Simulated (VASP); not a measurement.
VASP ran on this input.

POSCAR:
```
CdS
1
   -0.0000000000     2.9132300778     2.9132300778
    2.9132300778    -0.0000000000     2.9132300778
    2.9132300778     2.9132300778     0.0000000000
Cd S
1 1
Direct
  0.0000000000   0.0000000000   0.0000000000
  0.2500000000   0.2500000000   0.2500000000
```

**KPOINTS**
```
Automatic
0
G
 8 8 8
0 0 0
```

**INCAR**
```
SYSTEM = CdS
PREC = Accurate
ENCUT = 500
EDIFF = 1E-6
NELM = 100
ALGO = Normal
LREAL = .FALSE.
LASPH = .TRUE.
ISMEAR = 0
SIGMA = 0.05
GGA = PS
LMAXMIX = 4
LWAVE = .FALSE.
LCHARG = .FALSE.
IBRION = 2
ISIF = 3
NSW = 40
EDIFFG = -0.02
```

POTCAR, in this order: Cd S (PBE.64 set). Program: vasp_std.

Question: Translate this PBEsol calculation to Ansatz.

Answer: One equivalent input (not run):
Ansatz 0.2 input:
```yaml
crystal:
  lattice:
    - [0.0000000, 2.9132301, 2.9132301]
    - [2.9132301, 0.0000000, 2.9132301]
    - [2.9132301, 2.9132301, 0.0000000]
  atoms:
    - { symbol: Cd, position: [0.0000000, 0.0000000, 0.0000000] }
    - { symbol: S, position: [0.2500000, 0.2500000, 0.2500000] }
kpoints:
  mp_grid: { grid: [8, 8, 8] }
hamiltonian:
  xc: pbesol
  pseudopotentials: { kind: paw }
scf:
  occupations: { method: gaussian, width: 0.05 }
  max_iter: 100
relax:
  max_steps: 40
  f_tol: 0.02
  cell: {}
output: { forces: true, stress: true, eigenvalues: true }
```
What does not carry over: each code has its own PAW files, so the cut-off isn't converted (ENCUT is set for VASP's; basis.ecutwfc is left out, and Ansatz then takes the one that its files recommend); Ansatz stops its SCF on the density residual and VASP on the energy change (EDIFF).

The compound is CdS in the zinc blende structure, a metastable form; wurtzite is the usual one. This run relaxes it. Symmetry was kept, so distortions that lower it aren't found.
